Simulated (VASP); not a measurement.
The input files of a VASP run:

POSCAR:
```
CdO
1
    0.0000000000     2.3535523140     2.3535523140
    2.3535523140     0.0000000000     2.3535523140
    2.3535523140     2.3535523140     0.0000000000
Cd O
1 1
Direct
  0.0212444821  -0.0212444821   0.0212444821
  0.5000000000   0.5000000000   0.5000000000
```

**INCAR**
```
ALGO = Normal
EDIFF = 1E-7
ENCUT = 600
GGA = PS
ISIF = 2
ISMEAR = 1
LASPH = .True.
LCHARG = .False.
LMAXMIX = 4
LREAL = .False.
LWAVE = .False.
NELM = 100
PREC = Accurate
SIGMA = 0.1
SYSTEM = CdO
```

### KPOINTS
```
Regular mesh
0
G
  12 12 12
0 0 0
```

POTCAR, in this order: Cd O (PBE.64 set). Program: vasp_std.

Q: Translate this PBEsol calculation to Ansatz.

A: One equivalent input (not run):
Ansatz 0.2 input:
```yaml
crystal:
  lattice:
    - [0.0000000, 2.3535523, 2.3535523]
    - [2.3535523, 0.0000000, 2.3535523]
    - [2.3535523, 2.3535523, 0.0000000]
  atoms:
    - { symbol: Cd, position: [0.0212445, -0.0212445, 0.0212445] }
    - { symbol: O, position: [0.5000000, 0.5000000, 0.5000000] }
kpoints:
  mp_grid: { grid: [12, 12, 12] }
hamiltonian:
  xc: pbesol
  pseudopotentials: { kind: paw }
scf:
  occupations: { method: methfessel_paxton, width: 0.1 }
  max_iter: 100
output: { forces: true, stress: true, eigenvalues: true }
```
The two are equivalent in intent, not identical: each code has its own PAW files, so the cut-off isn't converted (ENCUT is set for VASP's; basis.ecutwfc is left out, and Ansatz then takes the one that its files recommend); Ansatz stops its SCF on the density residual and VASP on the energy change (EDIFF).

The compound is CdO in the rock salt structure. This cell was strained or had an atom moved on purpose.
